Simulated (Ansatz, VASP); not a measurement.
# Cross-check of Ge (Ge(110)) between VASP and Ansatz

Aim: how closely do two programs agree when they are given the same cell, functional and k mesh? Valence electrons are named where the data sets of a main pair hold unlike numbers.

Main program and level: Ansatz 0.2.0; plane waves, with VASP 6.6.1 beside it; band structure at PBE.

### Step 1. The starting structure

The cell holds 18 atoms: 18 Ge. Its edges and angles: a = 4.257 Å, b = 6.021 Å, c = 32.113 Å, α = 90.0°, β = 90.0°, γ = 90.0°. It derives from Ge. As first built, before any earlier steps moved the atoms (in the runner's words): 9 layers, strained by +4 % in the plane. Vacuum lies along c.

### Step 2. VASP: band structure, PBE

A single point gives forces, pressure and levels at one fixed geometry, so differences don't come from the geometry; what else differs is listed under the comparison.

Lines of VASP's logs that name or quote its potential files are left out, and so is its time.

Input file INCAR:

```
SYSTEM = Ge
PREC = Normal
ENCUT = 320
EDIFF = 1E-06
NELM = 120
ISMEAR = 0
SIGMA = 0.03
LREAL = Auto
ALGO = Fast
GGA = PE
NBANDS = 54
LORBIT = 11
LWAVE = .FALSE.
LCHARG = .TRUE.
KPAR = 2
IDIPOL = 3
LDIPOL = .TRUE.
DIPOL = 0.5 0.5 0.5
LVHAR = .TRUE.
LVACPOTAV = .TRUE.
NEDOS = 1500
```

Input file POSCAR:

```
Ge
1.0
    4.2571635983      0.0000000000      0.0000000000
    0.0000000000      6.0205384980      0.0000000000
    0.0000000000      0.0000000000     32.1126452076
Ge
18
Direct
    0.7500000000      0.3953045226      0.7446951987
    0.2500000000      0.6046954774      0.7446951987
    0.2500000000      0.8846347056      0.6878452148
    0.7500000000      0.1153652944      0.6878452148
    0.7500000000      0.3805628615      0.6261999601
    0.2500000000      0.6194371385      0.6261999601
    0.2500000000      0.8777052195      0.5628771775
    0.7500000000      0.1222947805      0.5628771775
    0.7500000000      0.3796495513      0.5000000000
    0.2500000000      0.6203504487      0.5000000000
    0.2500000000      0.8777052195      0.4371228225
    0.7500000000      0.1222947805      0.4371228225
    0.7500000000      0.3805628615      0.3738000399
    0.2500000000      0.6194371385      0.3738000399
    0.2500000000      0.8846347056      0.3121547852
    0.7500000000      0.1153652944      0.3121547852
    0.7500000000      0.3953045226      0.2553048013
    0.2500000000      0.6046954774      0.2553048013
```

Input file KPOINTS:

```
Automatic mesh
0
Gamma
6 4 1
0 0 0
```

Input file KPOINTS_OPT:

```
Line mode
14
Line-mode
Reciprocal
  0.00000000   0.00000000   0.00000000 GAMMA
  0.50000000   0.00000000   0.00000000 X

  0.50000000   0.00000000   0.00000000 X
  0.50000000   0.50000000   0.00000000 S

  0.50000000   0.50000000   0.00000000 S
  0.00000000   0.50000000   0.00000000 Y

  0.00000000   0.50000000   0.00000000 Y
  0.00000000   0.00000000   0.00000000 GAMMA

  0.00000000   0.00000000   0.00000000 GAMMA
  0.50000000   0.50000000   0.00000000 S
```

PAW data sets: Ge (PBE family, release 64).

Launch:

```
> mpirun -np 4 vasp_std
```

Numbers of over 12 decimals in the logs are rounded to 6 here.

What it wrote:

```text
[banner, memory and clock lines left out]
running    4 mpi-ranks, on    1 nodes
 distrk:  each k-point on    2 cores,    2 groups
 distr:  one band on    1 cores,    2 groups

 POSCAR found type information on POSCAR Ge
 POSCAR found :  1 types and      18 ions
 LDA part: xc-table for (Slater+PW92), standard interpolation
 POSCAR, INCAR and KPOINTS ok, starting setup
 FFT: planning ... GRIDC
 FFT: planning ... GRID_SOFT
 FFT: planning ... GRID
 WAVECAR not read
 entering main loop
       N       E                     dE             d eps       ncg     rms          rms(c)
DAV:   1     0.279205931975E+03    0.27921E+03   -0.17883E+04  1296   0.675E+02
DAV:   2    -0.445008575933E+02   -0.32371E+03   -0.31230E+03  1780   0.143E+02
DAV:   3    -0.764860470338E+02   -0.31985E+02   -0.31431E+02  1584   0.472E+01
DAV:   4    -0.774465552435E+02   -0.96051E+00   -0.95577E+00  1738   0.884E+00
DAV:   5    -0.774712700580E+02   -0.24715E-01   -0.24695E-01  1754   0.132E+00    0.751E+00
RMM:   6    -0.770461450451E+02    0.42513E+00   -0.25985E-01  1376   0.127E+00    0.457E+00
RMM:   7    -0.768627781392E+02    0.18337E+00   -0.60914E-01  1477   0.205E+00    0.517E-01
RMM:   8    -0.768401712960E+02    0.22607E-01   -0.65448E-02  1560   0.735E-01    0.325E-01
RMM:   9    -0.768444430281E+02   -0.42717E-02   -0.17950E-02  1453   0.414E-01    0.821E-02
RMM:  10    -0.768452941311E+02   -0.85110E-03   -0.46945E-03  1687   0.178E-01    0.557E-02
RMM:  11    -0.768457580688E+02   -0.46394E-03   -0.14333E-03  1540   0.101E-01    0.202E-02
RMM:  12    -0.768459257841E+02   -0.16772E-03   -0.38059E-04  1693   0.479E-02    0.136E-02
RMM:  13    -0.768462158137E+02   -0.29003E-03   -0.13682E-04  1574   0.275E-02    0.805E-03
RMM:  14    -0.768463347687E+02   -0.11895E-03   -0.57763E-05  1604   0.158E-02    0.479E-03
RMM:  15    -0.768464137587E+02   -0.78990E-04   -0.29052E-05  1530   0.118E-02    0.292E-03
RMM:  16    -0.768464266256E+02   -0.12867E-04   -0.65017E-06  1314   0.540E-03    0.112E-03
RMM:  17    -0.768464462735E+02   -0.19648E-04   -0.49282E-06  1206   0.351E-03    0.916E-04
RMM:  18    -0.768464658283E+02   -0.19555E-04   -0.95496E-07  1025   0.190E-03    0.470E-04
RMM:  19    -0.768464797208E+02   -0.13892E-04   -0.62049E-07   858   0.130E-03    0.433E-04
RMM:  20    -0.768464876321E+02   -0.79113E-05   -0.23286E-07   591   0.908E-04    0.134E-04
RMM:  21    -0.768464893721E+02   -0.17400E-05   -0.86155E-08   506   0.804E-04    0.697E-05
RMM:  22    -0.768464897801E+02   -0.40797E-06   -0.26903E-08   400   0.708E-04
|                                                                             |
|           W    W    AA    RRRRR   N    N  II  N    N   GGGG   !!!           |
|           W    W   A  A   R    R  NN   N  II  NN   N  G    G  !!!           |
|           W    W  A    A  R    R  N N  N  II  N N  N  G       !!!           |
|           W WW W  AAAAAA  RRRRR   N  N N  II  N  N N  G  GGG   !            |
|           WW  WW  A    A  R   R   N   NN  II  N   NN  G    G                |
|           W    W  A    A  R    R  N    N  II  N    N   GGGG   !!!           |
|                                                                             |
|     Did not find any points to average over, which means that no vacuum     |
|     field-free region was found. Please increase the size of  your cell     |
|     in the dimension of the dipole correction to obtain accurate            |
|     workfunction values.                                                    |
|                                                                             |

   1 F= -.76846490E+02 E0= -.76845027E+02  d E =-.292469E-02
 Start KPOINTS_OPT (optional k-point list driver)
k-point batch [1-12\70]
       N       E                     dE             ncg
DAV:   1    -0.618908088411E+03   -0.71968E+04     1296
DAV:   2    -0.444888833041E+04   -0.38300E+04     1706
DAV:   3    -0.484796530200E+04   -0.39908E+03     1576
DAV:   4    -0.486124800006E+04   -0.13283E+02     1768
DAV:   5    -0.486153907869E+04   -0.29108E+00     1656
DAV:   6    -0.486155102010E+04   -0.11941E-01     1792
DAV:   7    -0.486155140577E+04   -0.38567E-03     1688
DAV:   8    -0.486155142318E+04   -0.17409E-04     1688
DAV:   9    -0.486155142388E+04   -0.70521E-06     1176
[...]
k-point batch [61-70\70]
       N       E                     dE             ncg
DAV:   1    -0.397474565629E+03   -0.11874E+05     1080
DAV:   2    -0.356051491096E+04   -0.31630E+04     1492
DAV:   3    -0.386569579576E+04   -0.30518E+03     1304
DAV:   4    -0.387477869216E+04   -0.90829E+01     1464
DAV:   5    -0.387499166218E+04   -0.21297E+00     1416
DAV:   6    -0.387499908399E+04   -0.74218E-02     1448
DAV:   7    -0.387499943742E+04   -0.35343E-03     1432
DAV:   8    -0.387499945739E+04   -0.19973E-04     1400
DAV:   9    -0.387499945827E+04   -0.87751E-06     1024
```

Parts of OUTCAR (step 2):

```text
ion  position               nearest neighbor table
   1  0.750  0.395  0.745-   2 2.47   2 2.47   4 2.48
   2  0.250  0.605  0.745-   1 2.47   1 2.47   3 2.48
   3  0.250  0.885  0.688-   2 2.48   4 2.54   4 2.54   6 2.54
   4  0.750  0.115  0.688-   1 2.48   3 2.54   3 2.54   5 2.54
   5  0.750  0.381  0.626-   4 2.54   8 2.56   6 2.57   6 2.57
   6  0.250  0.619  0.626-   3 2.54   7 2.56   5 2.57   5 2.57
   7  0.250  0.878  0.563-  10 2.55   6 2.56   8 2.59   8 2.59
   8  0.750  0.122  0.563-   9 2.55   5 2.56   7 2.59   7 2.59
   9  0.750  0.380  0.500-   8 2.55  12 2.55  10 2.58  10 2.58
  10  0.250  0.620  0.500-   7 2.55  11 2.55   9 2.58   9 2.58
  11  0.250  0.878  0.437-  10 2.55  14 2.56  12 2.59  12 2.59
  12  0.750  0.122  0.437-   9 2.55  13 2.56  11 2.59  11 2.59
  13  0.750  0.381  0.374-  16 2.54  12 2.56  14 2.57  14 2.57
  14  0.250  0.619  0.374-  15 2.54  11 2.56  13 2.57  13 2.57
  15  0.250  0.885  0.312-  18 2.48  16 2.54  16 2.54  14 2.54
  16  0.750  0.115  0.312-  17 2.48  15 2.54  15 2.54  13 2.54
  17  0.750  0.395  0.255-  18 2.47  18 2.47  16 2.48
  18  0.250  0.605  0.255-  17 2.47  17 2.47  15 2.48

  LATTYP: Found a simple orthorhombic cell.
 ALAT       =     4.2571635983
 B/A-ratio  =     1.4142135624
 C/A-ratio  =     7.5432020560

 Subroutine GETGRP returns: Found  8 space group operations
 (whereof  4 operations were pure point group operations)

The static configuration has the point symmetry C_2h.
 The point group associated with its full space group is D_2h.

 Found     12 irreducible k-points:

   k-points           NKPTS =     12   k-points in BZ     NKDIM =     12   number of bands    NBANDS=     54

   dimension x,y,z NGX =    20 NGY =   28 NGZ =  144
   dimension x,y,z NGXF=    40 NGYF=   56 NGZF=  288

   ENCUT  =  320.0 eV  23.52 Ry    4.85 a.u.   6.21  8.78 46.84*2*pi/ulx,y,z

   NELECT =      72.0000    total number of electrons

 k-points in reciprocal lattice and weights: Automatic mesh
   0.00000000  0.00000000  0.00000000       0.042
   0.16666667  0.00000000  0.00000000       0.083
   0.33333333  0.00000000  0.00000000       0.083
   0.50000000  0.00000000  0.00000000       0.042
   0.00000000  0.25000000  0.00000000       0.083
   0.16666667  0.25000000  0.00000000       0.167
   0.33333333  0.25000000  0.00000000       0.167
   0.50000000  0.25000000  0.00000000       0.083
   0.00000000  0.50000000  0.00000000       0.042
   0.16666667  0.50000000  0.00000000       0.083
   0.33333333  0.50000000  0.00000000       0.083
   0.50000000  0.50000000  0.00000000       0.042

 dipolmoment           0.000000      0.000000      0.000000 electrons x Angstroem

 average (electrostatic) potential at core
       1 -37.0624       2 -37.0624       3 -37.2299       4 -37.2299       5 -37.2450
       6 -37.2450       7 -37.2299       8 -37.2299       9 -37.2332      10 -37.2332
      11 -37.2299      12 -37.2299      13 -37.2450      14 -37.2450      15 -37.2299
      16 -37.2299      17 -37.0624      18 -37.0624

 E-fermi :  -0.4791

 k-point     1 :       0.0000    0.0000    0.0000
  band No.  band energies     occupation
    ...
     31      -1.5144      2.00000
     32      -1.2789      2.00000
     33      -1.1912      2.00000
     34      -0.9372      2.00000
     35      -0.7300      2.00000
     36      -0.3489      0.00000
     37      -0.3035      0.00000
     38       0.0216      0.00000
     39       0.0639      0.00000
     40       0.1479      0.00000
    ...

 k-point     2 :       0.1667    0.0000    0.0000
  band No.  band energies     occupation
    ...
     32      -1.9224      2.00000
     33      -1.6258      2.00000
     34      -1.3744      2.00000
     35      -0.7710      2.00000
     36      -0.7169      2.00000
     37      -0.1061      0.00000
     38       0.5750      0.00000
     39       1.0574      0.00000
     40       1.2492      0.00000
     41       1.4545      0.00000
    ...

 k-point     3 :       0.3333    0.0000    0.0000
  band No.  band energies     occupation
    ...
     32      -2.4189      2.00000
     33      -2.3218      2.00000
     34      -1.6032      2.00000
     35      -1.0378      2.00000
     36      -0.9063      2.00000
     37      -0.1080      0.00000
     38       0.2317      0.00000
     39       0.4145      0.00000
     40       0.6448      0.00000
     41       1.0976      0.00000
    ...

  Total      -11.0284700     -5.4830058     -1.0447105      0.0000000      0.0000000      0.0000000
  in kB      -21.4681238    -10.6732708     -2.0336433      0.0000000      0.0000000      0.0000000
  external PRESSURE =     -11.3916793 kB  Pullay stress =       0.0000000 kB

  energy-cutoff  :      320.00
  volume of cell :      823.06
      direct lattice vectors                 reciprocal lattice vectors
     4.257163598  0.000000000  0.000000000     0.234898184  0.000000000  0.000000000
     0.000000000  6.020538498  0.000000000     0.000000000  0.166098099  0.000000000
     0.000000000  0.000000000 32.112645208     0.000000000  0.000000000  0.031140381

 POSITION                                       TOTAL-FORCE (eV/Angst)
 -----------------------------------------------------------------------------------
      3.19287      2.37995     23.91413         0.000000     -0.004915     -0.006822
      1.06429      3.64059     23.91413         0.000000      0.004915     -0.006822
      1.06429      5.32598     22.08853        -0.000000      0.010981      0.002028
      3.19287      0.69456     22.08853        -0.000000     -0.010981      0.002028
      3.19287      2.29119     20.10894         0.000000     -0.016873     -0.012931
      1.06429      3.72935     20.10894        -0.000000      0.016873     -0.012931
      1.06429      5.28426     18.07548         0.000000      0.028703     -0.000223
      3.19287      0.73628     18.07548        -0.000000     -0.028703     -0.000223
      3.19287      2.28569     16.05632         0.000000     -0.030005      0.000000
      1.06429      3.73484     16.05632         0.000000      0.030005      0.000000
      1.06429      5.28426     14.03717         0.000000      0.028703      0.000223
      3.19287      0.73628     14.03717        -0.000000     -0.028703      0.000223
      3.19287      2.29119     12.00371         0.000000     -0.016873      0.012931
      1.06429      3.72935     12.00371         0.000000      0.016873      0.012931
      1.06429      5.32598     10.02412        -0.000000      0.010981     -0.002028
      3.19287      0.69456     10.02412         0.000000     -0.010981     -0.002028
      3.19287      2.37995      8.19851        -0.000000     -0.004915      0.006822
      1.06429      3.64059      8.19851         0.000000      0.004915      0.006822
 -----------------------------------------------------------------------------------
    total drift:                                0.000000     -0.000000      0.000000

  FREE ENERGIE OF THE ION-ELECTRON SYSTEM (eV)
  ---------------------------------------------------
  free  energy   TOTEN  =       -76.8464897801 eV

  energy  without entropy=      -76.8435650947  energy(sigma->0) =      -76.84502744

 vacuum level on the upper side and lower side of the slab         4.108         4.108

 total charge
# of ion       s       p       d       tot
------------------------------------------
    1        1.183   1.091   0.041   2.314
    2        1.183   1.091   0.041   2.314
    3        1.165   1.128   0.052   2.346
    4        1.165   1.128   0.052   2.346
    5        1.163   1.113   0.046   2.322
    6        1.163   1.113   0.046   2.322
    7        1.156   1.116   0.045   2.317
    8        1.156   1.116   0.045   2.317
    9        1.153   1.125   0.046   2.324
   10        1.153   1.125   0.046   2.324
   11        1.156   1.116   0.045   2.317
   12        1.156   1.116   0.045   2.317
   13        1.163   1.113   0.046   2.322
   14        1.163   1.113   0.046   2.322
   15        1.165   1.128   0.052   2.346
   16        1.165   1.128   0.052   2.346
   17        1.183   1.091   0.041   2.314
   18        1.183   1.091   0.041   2.314
--------------------------------------------------
tot         20.973  20.042   0.826  41.842

[... 3 further parts left out ...]
```

The data set Ge keeps the semicore shell frozen, which is cheaper and a little less accurate.

[end of part 1 of 2]

[Lines on the potential files, build, host, timing and source positions are cut from VASP's logs without a mark.]

[Logs are printed without paths, hosts, clocks, repeated set-up lines and the standing remarks that a program may print on its own settings, such as how far it seeks lower states.]

[Hosts, paths, dates, database ids (printed as entryN), source tags and the programs' standing remarks are cut or masked in the printed files.]
